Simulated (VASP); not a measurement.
Here is the system:

```yaml
crystal:
  lattice:
    - [0.00000, 3.31214, 3.31214]
    - [3.31214, 0.00000, 3.31214]
    - [3.31214, 3.31214, 0.00000]
  atoms:
    - { symbol: In, position: [0.00000, 0.00000, 0.00000] }
    - { symbol: Sb, position: [0.25000, 0.25000, 0.25000] }
```

These are PBE GGA, VASP's PBE PAW potentials (set 64) (plane waves; VASP) values and carry that method's errors. Numerical set-up: 350 eV cut-off, Gaussian smearing of 0.050 eV, potentials In_d Sb.

**Question.** Give the energies of bands 7 to 12 at the high-symmetry points, in eV from the Fermi level.

**Answer.** 
| band | Γ | X | U | L | W |
|---|---|---|---|---|---|
| 7 | -0.57 | -5.65 | -5.53 | -5.33 | -5.55 |
| 8 | 0.00 | -2.05 | -2.83 | -0.91 | -2.60 |
| 9 | 0.00 | -2.05 | -1.74 | -0.91 | -2.46 |
| 10 | 0.00 | 1.36 | 1.64 | 0.42 | 3.27 |
| 11 | 2.96 | 1.45 | 3.59 | 3.79 | 3.97 |
| 12 | 2.96 | 7.76 | 6.03 | 3.79 | 4.09 |

It has no gap at this level: it comes out as a metal or semimetal.

The compound is InSb in the zinc blende structure. It was relaxed first, which changed the volume by +7 %.
